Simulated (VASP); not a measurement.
Crystal: Ta2SiO3.

```
Ta Si O
1.0
     5.02965    0.00000    0.00000
    -0.12828    5.04291    0.00000
    -0.17061   -0.40305    6.72127
Ta Si O
4 2 6
Direct
  0.97354 0.27024 0.18652
  0.48454 0.71613 0.20570
  0.02646 0.72976 0.81348
  0.51546 0.28387 0.79430
  0.24567 0.48840 0.49245
  0.75433 0.51160 0.50755
  0.71044 0.01415 0.26951
  0.20055 0.96005 0.14156
  0.75382 0.52891 0.01747
  0.28956 0.98585 0.73049
  0.79945 0.03995 0.85844
  0.24618 0.47109 0.98253
```

The cell was built by a generator and needn't be a form met in nature.

Base run:

| Quantity | Value |
| --- | --- |
| Program | VASP 6.6.1 |
| Functional | PBE |
| Potentials or basis | VASP PAW PBE potentials, release 64 (Ta_pv, Si, O) |
| Cutoff | 520 eV |
| k mesh | 6 × 6 × 6 |
| Occupations | gaussian, width 0.1 eV |
| Spin | no spin polarisation |

Its results: pressure 0.1 GPa; largest force 0.010 eV/Å.

Question: The run is repeated on the same cell with these changes: functional from PBE to PBEsol. What comes out?

Answer: Pressure -5.4 GPa; largest force 0.322 eV/Å.

PBEsol binds more tightly than PBE, so the same cell stands under less pressure.

Caveats: the PAW data sets were made with another functional, which shifts forces and pressure a little (some runs).

Not every run made on this cell is shown here.
